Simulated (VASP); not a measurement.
Data:

```yaml
crystal:
  lattice:
    - [0.00000, 2.18567, 2.18567]
    - [2.18567, 0.00000, 2.18567]
    - [8.69536, 8.69536, 0.04730]
  atoms:
    - { symbol: Ti, position: [0.98819, 0.98819, 0.00886] }
    - { symbol: Ti, position: [0.01181, 0.01181, 0.24114] }
    - { symbol: N, position: [0.50000, 0.50000, 0.12500] }
    - { symbol: N, position: [0.51636, 0.51636, 0.36273] }
    - { symbol: N, position: [0.50000, 0.50000, 0.62500] }
    - { symbol: N, position: [0.48364, 0.48364, 0.88727] }
    - { symbol: Hf, position: [0.01060, 0.01060, 0.49205] }
    - { symbol: Hf, position: [0.98940, 0.98940, 0.75795] }
```

Level of theory: PBEsol GGA, VASP's PBE PAW potentials (set 64) (plane waves; VASP 6.6.1). Numerical set-up: 520 eV cut-off, 13×13×4 Γ-centred mesh, tetrahedra with Blöchl corrections, potentials Ti_sv N Hf_pv.

The cores are frozen, which limits the accuracy of field gradients.

**Question.** Give the principal components of the electric field gradient (V/Å²) and the asymmetry η at each nucleus.

**Answer.** 
| atom | Vxx | Vyy | Vzz | η |
|---|---|---|---|---|
| Ti1 | -1.2 | -1.2 | 2.4 | 0.00 |
| Ti2 | -1.2 | -1.2 | 2.4 | 0.00 |
| N3 | 1.1 | 1.1 | -2.3 | 0.00 |
| N4 | -0.4 | -0.4 | 0.8 | 0.00 |
| N5 | -1.6 | -1.6 | 3.2 | 0.00 |
| N6 | -0.4 | -0.4 | 0.8 | 0.00 |
| Hf7 | 6.3 | 6.3 | -12.6 | 0.00 |
| Hf8 | 6.3 | 6.3 | -12.6 | 0.00 |

The structure was generated: Hf2Ti2N4 was put into an ordered model structure (R-3m), which need not be its known phase. It was relaxed first.
